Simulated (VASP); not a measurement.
Input of a VASP 6.6.1 run:

File INCAR:

```
SYSTEM = CaB2
PREC = Accurate
ENCUT = 600
EDIFF = 1E-6
ISMEAR = -1
SIGMA = 0.05
LREAL = .FALSE.
LASPH = .TRUE.
NELM = 80
ALGO = Normal
ISIF = 3
LWAVE = .FALSE.
LCHARG = .FALSE.
IBRION = 2
NSW = 60
EDIFFG = -0.005
PSTRESS = 0
```

Contents of KPOINTS:

```
regular mesh
0
G
  9 9 7
  0 0 0
```

File POSCAR:

```
CaB2
1.0
    3.2264302843      0.0000000000      0.0000000000
   -1.6132151421      2.7941705897      0.0000000000
    0.0000000000      0.0000000000      4.0673920000
Ca B
1 2
Direct
    0.0000000000      0.0000000000      0.0000000000
    0.6666666667      0.3333333333      0.5000000000
    0.3333333333      0.6666666667      0.5000000000
```

Potentials or basis: VASP PAW LDA potentials, release 64 (Ca_sv, B).

The run is started by

```console
$ cat potpaw_LDA.64/Ca_sv/POTCAR potpaw_LDA.64/B/POTCAR > POTCAR
$ mpirun -np 1 vasp_std > vasp.out
```

(1) Predict the relaxed cell.

(2) Estimate the relaxed volume.

## Answers

(1) a = 3.167 Å, b = 3.167 Å, c = 4.001 Å, α = 90.00°, β = 90.00°, γ = 120.00°.

(2) 11.58 Å³/atom.
